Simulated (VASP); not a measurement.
**Te2Rh (space group P-3m1): computed properties**

The numbers are results of LDA (Ceperley-Alder, Perdew-Zunger), VASP's LDA PAW potentials (set 64) (plane waves; VASP), not measurements.

For Te₂Rh, the space group comes out as P-3m1 (164) and the cell comes out as a = b = 3.8870 Å, c = 5.2195 Å, α = β = 90.00°, γ = 120.00°. The volume per atom is 22.76 Å^3/atom, the band gap (over mesh and band path) is none (metal, semimetal or under 0.01 eV) and the Hill bulk modulus comes out as 718 kbar. The Hill shear modulus comes out as 18.2 GPa. The Poisson's ratio is 0.383 and the band gap with spin-orbit coupling is none (metallic). The density is 8.71 g/cm³ and the optical Γ-point spectrum is 110 (×2), 153, 182, 205 (×2) cm⁻¹.

```cif
data_RhTe2
_chemical_formula_sum 'Te2 Rh1'
_space_group_name_H-M_alt 'P 1'
_space_group_IT_number 1
_cell_length_a 3.88697
_cell_length_b 3.88697
_cell_length_c 5.21951
_cell_angle_alpha 90.000
_cell_angle_beta 90.000
_cell_angle_gamma 120.000
loop_
_space_group_symop_operation_xyz
  'x, y, z'
loop_
_atom_site_label
_atom_site_type_symbol
_atom_site_fract_x
_atom_site_fract_y
_atom_site_fract_z
_atom_site_occupancy
Te1 Te 0.33333 0.66667 0.25868 1
Te2 Te 0.66667 0.33333 0.74132 1
Rh1 Rh 0.00000 0.00000 0.00000 1
```

Finite-difference elastic constants of metals are sensitive to mesh and smearing; shear constants can be off by tens of GPa. Unless said otherwise, spin-orbit coupling is left out, though it shifts the bands of the heavy elements here.

The structure comes from a computed database's Te2Rh entry (P-3m1); how it stands against other phases isn't given here. It was relaxed first, which changed the volume by -8 %. Symmetry was kept, so distortions that lower it aren't found. The electron count is odd and the run is not spin-polarised, which forces a metal.
